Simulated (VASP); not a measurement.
An input for Quantum ESPRESSO's pw.x (written as the equivalent of a VASP run, and not itself run):

```
&CONTROL
  calculation = 'vc-relax'
  pseudo_dir = './pseudo'
  outdir = './out'
  tprnfor = .true.
  tstress = .true.
  nstep = 60
  forc_conv_thr = 0.00039
/
&SYSTEM
  ibrav = 0
  nat = 2
  ntyp = 2
  ecutwfc = 86
  occupations = 'smearing'
  smearing = 'gaussian'
  degauss = 0.003675
  input_dft = 'pbesol'
/
&ELECTRONS
  conv_thr = 7.3e-08
  electron_maxstep = 100
/
&IONS
/
&CELL
/
ATOMIC_SPECIES
  Pb 207.200 Pb.upf
  Se 78.971 Se.upf
CELL_PARAMETERS angstrom
     0.0000000    2.8728000    2.8728000
     2.8728000    0.0000000    2.8728000
     2.8728000    2.8728000    0.0000000
ATOMIC_POSITIONS crystal
  Pb   0.0000000  0.0000000  0.0000000
  Se   0.5000000  0.5000000  0.5000000
K_POINTS automatic
  7 7 7 0 0 0
```

Problem. Translate this input to VASP (INCAR, KPOINTS, POSCAR, choice of POTCAR).

Solution. This is not unique; one that fits is 
**KPOINTS**
```
Regular mesh
0
G
 7 7 7
0 0 0
```

### INCAR
```
SYSTEM = PbSe
PREC = Accurate; ENCUT = 400; LREAL = .False.
LASPH = .True.
EDIFF = 1E-6; NELM = 100; ALGO = Normal
LMAXMIX = 4
ISMEAR = 0; SIGMA = 0.05
GGA = PS
IBRION = 2; NSW = 60; ISIF = 3
EDIFFG = -0.01
LWAVE = .False.; LCHARG = .False.
```

File POSCAR:
```
PbSe
1
    0.0000000000     2.8728000000     2.8728000000
    2.8728000000     0.0000000000     2.8728000000
    2.8728000000     2.8728000000     0.0000000000
Pb Se
1 1
Direct
  0.0000000000   0.0000000000   0.0000000000
  0.5000000000   0.5000000000   0.5000000000
```

POTCAR, in this order: Pb_d Se (PBE.64 set). Program: vasp_std.

What does not carry over: the potentials are each code's own (VASP's PAW set, PseudoDojo norm-conserving files in pw.x), so ENCUT and ecutwfc are chosen apart and not converted; conv_thr bounds pw.x's estimated SCF error, while EDIFF bounds the energy change between steps; forc_conv_thr acts on force components and is met together with etot_conv_thr.

The structure was generated: PbSe was put into the rock salt type (Fm-3m), which need not be its known phase. This run relaxes it. Symmetry was kept, so distortions that lower it aren't found.
